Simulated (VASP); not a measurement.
Crystal: AgF, a sheet with vacuum.

```
Ag F
1.0
     3.12210    0.00000    0.00000
     0.00000    4.14288    0.00000
     0.00000    0.00000   23.80000
Ag F
1 1
Direct
  0.00000 0.50000 0.29412
  0.00000 0.00000 0.29412
```

The cell was built by a generator and needn't be a form met in nature.

Base run:

```yaml
Program: VASP 6.6.1
Functional: PBE
Potentials_or_basis: VASP PAW PBE potentials, release 64 (Ag, F)
Cutoff: 520 eV
k_mesh: 9 × 7 × 1
Occupations: fermi-dirac, width 0.05 eV
Spin: no spin polarisation
Hubbard_terms: Ag d U = 4 eV
```

Its results: band gap on the k mesh 1.71 eV, indirect (least direct gap 3.49 eV).

Problem. The run is repeated on the same cell with these changes: hubbard terms from Ag d U = 4 eV to Ag d U = 3 eV. What comes out?

Solution. Band gap on the k mesh 1.54 eV, indirect (least direct gap 3.52 eV).

A k mesh can miss the band edges.

Not every run made on this cell is shown here.
